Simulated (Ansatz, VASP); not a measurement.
# H2C5 (C(110) slab, H on both faces) in two plane-wave programs, part 2 of 3

One calculation is typed for both programs; each brings its own data sets. How far apart do they land? Of the first pair: The structure shown is the start of the Ansatz relaxation below; VASP solves that cell, so the two are compared at the walk's first step.

VASP 6.6.1 and Ansatz 0.2.0.

So far: The structure; Ansatz: relaxation, PBE with D3(BJ); VASP: single point, PBE with D3(BJ), start cell, pair 1.

**4. Side by side**

Known differences besides the potentials themselves: Ansatz takes its cutoff from its data sets, VASP runs at 520 eV. Total energies have different zeros and are not compared.

Forces on 9 of the 210 atoms, those with the largest forces and the largest differences (eV/Å; atoms numbered as in POSCAR):

```
atom         Ansatz x, y, z           VASP x, y, z
 C22   -0.521, 2.843, 2.522   -0.517, 2.843, 2.514
 C40  -0.252, 2.223, -2.800  -0.252, 2.208, -2.791
 C49   -1.515, 0.785, 3.531   -1.530, 0.775, 3.548
 C60   0.253, 2.823, -2.034   0.246, 2.814, -2.021
 C72    1.824, 2.469, 2.490    1.842, 2.469, 2.470
C114   -0.859, 1.109, 2.486   -0.872, 1.123, 2.509
C149  0.515, -3.279, -0.879  0.517, -3.284, -0.871
C150  -0.605, 3.441, -4.142  -0.612, 3.440, -4.135
H203   0.054, -0.644, 0.491   0.055, -0.630, 0.469
```

The forces differ by 9.8 meV/Å r.m.s., which is 1.0 % of the r.m.s. force of 0.999 eV/Å (both taken over all components). With vacuum in the cell, a pressure given here is an average over mostly empty space and none of the material.

**5. Ansatz: relaxation, PBE with D3(BJ)**

This run makes the geometry at which the two programs are then compared.

The structure compared here is the end of the Ansatz relaxation.

The input, input.yaml:

```yaml
crystal:
  lattice:
    - [12.611249442462075, 0.0, 0.0]
    - [0.0, 10.701000000000002, 0.0]
    - [0.0, 0.0, 16.824462323407275]
  atoms:
    - { symbol: C, position: [0.9000508523627138, 0.1654788308336009, 0.3490073924471376] }
    - { symbol: C, position: [0.0011356142589637693, 0.08397587536040847, 0.35019263583121224] }
    - { symbol: C, position: [0.9996759118498837, 0.9998847542364948, 0.4257398198908415] }
    - { symbol: C, position: [0.9026085410304531, 0.2510537850474924, 0.42521672280947653] }
    - { symbol: C, position: [0.8975083227113309, 0.16807226127760555, 0.5014117804443317] }
    - { symbol: C, position: [0.9994989556211324, 0.08571005331642616, 0.5002908502101331] }
    - { symbol: C, position: [0.998816413161407, 0.0018900222356656087, 0.5749357485777287] }
    - { symbol: C, position: [0.89946743196476, 0.24785870498309234, 0.5763625098774964] }
    - { symbol: C, position: [0.9010999341788027, 0.16902126420616245, 0.6502978642635107] }
    - { symbol: C, position: [0.0005395910621578623, 0.08319167402766507, 0.6494300361162209] }
    - { symbol: C, position: [0.1004446141879468, 0.16602346826969103, 0.35211107395527674] }
    - { symbol: C, position: [0.19970163869914123, 0.08533872327629824, 0.35041095301364367] }
    - { symbol: C, position: [0.1993752816830903, 0.001736921408978128, 0.42562181120668324] }
    - { symbol: C, position: [0.10171530613269568, 0.24751923382127522, 0.4231961791865975] }
    - { symbol: C, position: [0.10172903702176096, 0.17061220269860775, 0.5014775431689147] }
    - { symbol: C, position: [0.19923596339911223, 0.08455392822689088, 0.4998129540228608] }
    - { symbol: C, position: [0.20267911844722405, 0.9995772647758516, 0.5753474993317572] }
    - { symbol: C, position: [0.10078337782546373, 0.25413373114648224, 0.5763443378661508] }
    - { symbol: C, position: [0.0985704822035043, 0.1681401753473866, 0.6514670135195584] }
    - { symbol: C, position: [0.20180397972869438, 0.08390976276169969, 0.6482106176858561] }
    - { symbol: C, position: [0.8999139148062795, 0.5007303249531027, 0.35003127128559713] }
    - { symbol: C, position: [0.0012946418433384555, 0.41677044329180274, 0.34951284282661865] }
    - { symbol: C, position: [0.9991289201968844, 0.3319094577304358, 0.42428453024607365] }
    - { symbol: C, position: [0.9012250358980611, 0.5867290628342685, 0.4237766508927165] }
    - { symbol: C, position: [0.9025840184821478, 0.49776169590226554, 0.49838339516330593] }
    - { symbol: C, position: [0.9984593964872552, 0.4180104290604027, 0.49931947393857595] }
    - { symbol: C, position: [0.0024793153843213865, 0.33865972103212894, 0.5751821310998576] }
    - { symbol: C, position: [0.9007458579643319, 0.5847780560186722, 0.5779477961316227] }
    - { symbol: C, position: [0.8981275127680529, 0.4963647088380593, 0.6487897781820032] }
    - { symbol: C, position: [0.9978840491175718, 0.4184212038549536, 0.6508818065186496] }
    - { symbol: C, position: [0.30266096457149017, 0.16652361207019065, 0.34951675804813437] }
    - { symbol: C, position: [0.39956215893876157, 0.08320700114446868, 0.35098542991368314] }
    - { symbol: C, position: [0.3984134551621261, 0.0012003603850951658, 0.42506394149689464] }
    - { symbol: C, position: [0.2994378114673115, 0.2499508744980631, 0.4234904873915682] }
    - { symbol: C, position: [0.29613788105234784, 0.16848995179192855, 0.4979800428947977] }
    - { symbol: C, position: [0.39957573491756726, 0.0845869187981865, 0.5010091734994105] }
    - { symbol: C, position: [0.39881848951203996, 0.0002583459436050193, 0.5730017534002367] }
    - { symbol: C, position: [0.29889921905017725, 0.25183823305364056, 0.5757490190880713] }
    - { symbol: C, position: [0.2988988797539926, 0.1683281106625456, 0.6497262536015874] }
    - { symbol: C, position: [0.3994821584166017, 0.08360346906011863, 0.6517127535631457] }
    - { symbol: C, position: [0.10133354515559301, 0.5003550795644495, 0.34745173546488706] }
    - { symbol: C, position: [0.19986818823821803, 0.418342108652285, 0.3500311357768868] }
    - { symbol: C, position: [0.2022476004941171, 0.3311475150021382, 0.42587518274966607] }
    - { symbol: C, position: [0.10037387082166206, 0.588814884402847, 0.42540756694876053] }
    - { symbol: C, position: [0.10137929439944093, 0.49996416443516994, 0.4996753799669593] }
    - { symbol: C, position: [0.1995628545807833, 0.4188339332500743, 0.5002177818764726] }
    - { symbol: C, position: [0.1994893881171797, 0.33522630083845245, 0.5747807672809663] }
    - { symbol: C, position: [0.10130546307771425, 0.5815515558391684, 0.5770769332227261] }
    - { symbol: C, position: [0.10168620286989712, 0.4974167022506368, 0.646624476152251] }
    - { symbol: C, position: [0.19792493166776803, 0.41728617969877546, 0.6488485354038972] }
    - { symbol: C, position: [0.8993121156235714, 0.8329809031010637, 0.3492112385590187] }
[... 56 lines left out ...]
    - { symbol: C, position: [0.5987730897337574, 0.33517086664049317, 0.5760521250125684] }
    - { symbol: C, position: [0.49807895080314896, 0.585812485730933, 0.5757253581246072] }
    - { symbol: C, position: [0.5015104515297321, 0.49984337016189706, 0.649882536451421] }
    - { symbol: C, position: [0.5970340659258899, 0.4164859043763103, 0.6491643273628294] }
    - { symbol: C, position: [0.30057745287344745, 0.8363507871403895, 0.3512126219255895] }
    - { symbol: C, position: [0.4009708921161111, 0.7505600614009189, 0.34855801979919177] }
    - { symbol: C, position: [0.40087284456002065, 0.6689474956063117, 0.4271533824531445] }
    - { symbol: C, position: [0.30096900034446444, 0.9159249857133763, 0.4223781557738487] }
    - { symbol: C, position: [0.2986521723321537, 0.83153827089647, 0.49911081089558135] }
    - { symbol: C, position: [0.3983928661656118, 0.7474753831877208, 0.5000138275220636] }
    - { symbol: C, position: [0.39600141160920915, 0.6721537630249782, 0.5753791851156104] }
    - { symbol: C, position: [0.3009610743767206, 0.9181897206338363, 0.5740831196619418] }
    - { symbol: C, position: [0.29784630988193667, 0.8327881191522692, 0.6492202454025644] }
    - { symbol: C, position: [0.40136013938826426, 0.7522137395467356, 0.6490283857844743] }
    - { symbol: C, position: [0.7002075669646511, 0.4966568510754847, 0.3496852947741406] }
    - { symbol: C, position: [0.8002429897685374, 0.41836797064598197, 0.34962586635085086] }
    - { symbol: C, position: [0.7986699002529647, 0.3317413820919003, 0.42511021141309063] }
    - { symbol: C, position: [0.6996520538726623, 0.5842429655467724, 0.426324652797347] }
    - { symbol: C, position: [0.6977353703466685, 0.5002105679901021, 0.5006689429285462] }
    - { symbol: C, position: [0.8015457865864586, 0.4175676999593584, 0.502578334237865] }
    - { symbol: C, position: [0.8003182069533441, 0.33146409776101693, 0.575014849591256] }
    - { symbol: C, position: [0.6990845822682508, 0.5840289623366737, 0.5753705603881581] }
    - { symbol: C, position: [0.6966511588369234, 0.49953254425539345, 0.6485944472472637] }
    - { symbol: C, position: [0.7991502879374174, 0.41579524929785405, 0.6493965093497892] }
    - { symbol: C, position: [0.49924892862626363, 0.8327218703364954, 0.3520949650290001] }
    - { symbol: C, position: [0.6000335263273233, 0.7491857792623831, 0.3501786521716255] }
    - { symbol: C, position: [0.6002640479982247, 0.6641926358523964, 0.42700043856386194] }
    - { symbol: C, position: [0.4983751810041832, 0.9175840927933893, 0.4249253703221654] }
    - { symbol: C, position: [0.497906202235795, 0.8346265504773791, 0.4996958805771627] }
    - { symbol: C, position: [0.6017453868735683, 0.7502149725364716, 0.49797311664309163] }
    - { symbol: C, position: [0.6013889034692597, 0.6668592342632683, 0.5754844712886614] }
    - { symbol: C, position: [0.4995092467024876, 0.9188302696840749, 0.5734309910577287] }
    - { symbol: C, position: [0.4991462631902729, 0.8376373967130353, 0.6485528692440673] }
    - { symbol: C, position: [0.6006649853300123, 0.7494087073118019, 0.6516791969907226] }
    - { symbol: C, position: [0.7004969432807103, 0.8339210079028331, 0.34939363344361757] }
    - { symbol: C, position: [0.7985691570363396, 0.7521424942973305, 0.3481200292922879] }
    - { symbol: C, position: [0.7973684248334587, 0.6679766548002736, 0.42499767812288947] }
    - { symbol: C, position: [0.6981836573057018, 0.9147289662754527, 0.425572667013111] }
    - { symbol: C, position: [0.7007818558031934, 0.8342827610585148, 0.49796489001083816] }
    - { symbol: C, position: [0.798740386751557, 0.7486030061498363, 0.49932158286728057] }
    - { symbol: C, position: [0.7989658478673005, 0.6662385955757075, 0.5751372048501773] }
    - { symbol: C, position: [0.6977428388233902, 0.9150372667400481, 0.5759736198228695] }
    - { symbol: C, position: [0.6992736851566539, 0.8362020841182245, 0.6504564242578854] }
    - { symbol: C, position: [0.8011278972071318, 0.7493793363377003, 0.6520210000340257] }
    - { symbol: H, position: [0.8986463416043491, 0.22745839843585935, 0.2997004160389193] }
    - { symbol: H, position: [0.9983177721437263, 0.02578820834976024, 0.2958144410081403] }
    - { symbol: H, position: [0.8993604838808968, 0.22777824126444887, 0.7023515599390338] }
    - { symbol: H, position: [0.9991725646649015, 0.02617113221738426, 0.7018312381882655] }
    - { symbol: H, position: [0.10071592298711299, 0.22233439097964283, 0.29874233019028756] }
    - { symbol: H, position: [0.19951764535471433, 0.026145128464248896, 0.29706326345290973] }
    - { symbol: H, position: [0.10062278806185046, 0.22726886537424998, 0.7031884906572196] }
    - { symbol: H, position: [0.20139504118071205, 0.02526127915364701, 0.7035611087906111] }
    - { symbol: H, position: [0.8990532069352513, 0.5634230243790965, 0.2967755635212687] }
    - { symbol: H, position: [0.9998404540140862, 0.3596027284201395, 0.30109062650959373] }
    - { symbol: H, position: [0.9000492036191046, 0.560937256292626, 0.7021214897651892] }
    - { symbol: H, position: [0.9962905007664539, 0.3601761231518504, 0.7039301784279073] }
    - { symbol: H, position: [0.3015824283207159, 0.22399415134705628, 0.29883840097581027] }
    - { symbol: H, position: [0.4022667722525408, 0.023221329757929003, 0.2975589008159183] }
    - { symbol: H, position: [0.2964835039131502, 0.22778662643046493, 0.7023463334683177] }
    - { symbol: H, position: [0.3992795048962014, 0.026033905910813285, 0.7016950818215907] }
    - { symbol: H, position: [0.10310736127677486, 0.5591207998699144, 0.296285603204998] }
    - { symbol: H, position: [0.20149378247624405, 0.3577206810081277, 0.2975572033844052] }
    - { symbol: H, position: [0.10194197268152116, 0.5620809856741572, 0.7031177020344237] }
    - { symbol: H, position: [0.20248548449210685, 0.3569421575251984, 0.7010380904903141] }
    - { symbol: H, position: [0.9020531411990078, 0.8927088213711912, 0.2962073421773251] }
    - { symbol: H, position: [0.0007849973274132513, 0.6888777600156849, 0.29798502703184926] }
    - { symbol: H, position: [0.8959676021844122, 0.8937063672405358, 0.7036451945913357] }
    - { symbol: H, position: [0.003102026197788147, 0.695070868348593, 0.7033318149411752] }
    - { symbol: H, position: [0.49910012613696225, 0.22463962916803693, 0.29465998188292275] }
    - { symbol: H, position: [0.600615753101664, 0.024548860084035295, 0.2971382590725237] }
    - { symbol: H, position: [0.4987032550606244, 0.22847988201804842, 0.700912139077887] }
    - { symbol: H, position: [0.5989584871942172, 0.022696349998228203, 0.7041180312494683] }
    - { symbol: H, position: [0.29979656199709515, 0.5582167111796715, 0.2990138457596003] }
    - { symbol: H, position: [0.40035437150665315, 0.357285473698656, 0.2983292333101915] }
    - { symbol: H, position: [0.29942507563394816, 0.5595757949789276, 0.7034206574680248] }
    - { symbol: H, position: [0.4010665671315129, 0.3621718449192324, 0.7026093340900756] }
    - { symbol: H, position: [0.10168267112753596, 0.894387852889023, 0.299305159580127] }
    - { symbol: H, position: [0.20150094033692267, 0.6926313292269283, 0.299008065709538] }
    - { symbol: H, position: [0.09951229983022716, 0.8920078160649114, 0.7021324413292332] }
    - { symbol: H, position: [0.1989222880816238, 0.6913303392698488, 0.7034184114491805] }
    - { symbol: H, position: [0.6976693178332602, 0.225687695123481, 0.2963286481255994] }
    - { symbol: H, position: [0.7976121367322081, 0.024606448837169833, 0.2977206737796959] }
    - { symbol: H, position: [0.6996866372617778, 0.22465294527594137, 0.703248921018731] }
    - { symbol: H, position: [0.7998233539072879, 0.02493267546735632, 0.7015154337111477] }
    - { symbol: H, position: [0.5011607440019814, 0.5578824422398119, 0.2970097953143019] }
    - { symbol: H, position: [0.6012150468869829, 0.35813804637171903, 0.2956935082018995] }
    - { symbol: H, position: [0.5017286548981211, 0.5613419038726968, 0.7050005075263381] }
    - { symbol: H, position: [0.5977124192498229, 0.3574307347789437, 0.7035034264052915] }
    - { symbol: H, position: [0.297736024288446, 0.8926640503795518, 0.2999109342649365] }
    - { symbol: H, position: [0.40081905254088157, 0.6902454574773964, 0.29736096333396134] }
    - { symbol: H, position: [0.29904817826099306, 0.89334533316485, 0.7027928456748097] }
    - { symbol: H, position: [0.4024522811596644, 0.6888978910931028, 0.7026266206769363] }
    - { symbol: H, position: [0.6988036660181915, 0.5621287186590206, 0.29757010235976616] }
    - { symbol: H, position: [0.8010849162343946, 0.3570345283357092, 0.297409261855414] }
    - { symbol: H, position: [0.6973219336658444, 0.5601596551814939, 0.7021341861289523] }
    - { symbol: H, position: [0.8011391384661689, 0.36230243252096367, 0.7027269626968006] }
    - { symbol: H, position: [0.5001755882605281, 0.8937384797592053, 0.29762335964488573] }
    - { symbol: H, position: [0.6026484953694013, 0.6909364487990691, 0.2973473869669025] }
    - { symbol: H, position: [0.5020665844705677, 0.8930290685574137, 0.7033496055951648] }
    - { symbol: H, position: [0.5984420003152232, 0.6928898743437953, 0.7040501622563159] }
    - { symbol: H, position: [0.7036560055556415, 0.8946415466846771, 0.3003105801255389] }
    - { symbol: H, position: [0.8003024550314491, 0.696929023354295, 0.29542006484748184] }
    - { symbol: H, position: [0.7011662313005849, 0.8907258815923876, 0.7026613146581846] }
    - { symbol: H, position: [0.8001575669428783, 0.6952532481148147, 0.7013897351223789] }
kpoints:
  mp_grid:
    grid: [1, 1, 1]
hamiltonian:
  xc: pbe
  dispersion: d3bj
  pseudopotentials:
    kind: paw
    xc_functional: pbe
    azcp:
      folder: "./paw"
scf:
  occupations:
    method: fermi_dirac
    width: 0.025
relax:
  f_tol: 0.05
  max_steps: 120
output:
  forces: true
```

Launch:

```
$ python defect.py
```

(Part 2 of 3 ends here.)

[Lines on the potential files, build, host, timing and source positions are cut from VASP's logs without a mark.]

[Logs are printed without paths, hosts, clocks, repeated set-up lines and the standing remarks that a program may print on its own settings, such as how far it seeks lower states.]

[Hosts, paths, dates, database ids (printed as entryN), source tags and the programs' standing remarks are cut or masked in the printed files.]
